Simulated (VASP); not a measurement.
Energy against volume of Ba (bcc). Level of theory: AM05 GGA, VASP's PBE PAW potentials (set 64) (plane waves; VASP). Run with 520 eV cut-off, 10×10×10 Γ-centred mesh, first-order Methfessel-Paxton smearing of 0.10 eV, potentials Ba_sv.

| V (Å³/atom) | E (eV/atom) |
|---|---|
| 57.816 | -1.93772 |
| 59.662 | -1.94254 |
| 61.507 | -1.94405 |
| 63.352 | -1.94265 |

Task: Fit these four points and predict the energy of the run at 65.197 Å³/atom.

Result: A cubic in V^(−2/3), the third-order Birch-Murnaghan form, passes through the four points with V0 = 61.50 Å³/atom and B0 = 8 GPa, and gives -1.9387 eV/atom there. The run gave -1.9386 eV/atom, +0.1 meV/atom from the fit; all five points give B0 = 8 GPa.

The compound is Ba in the bcc structure. It was relaxed first.
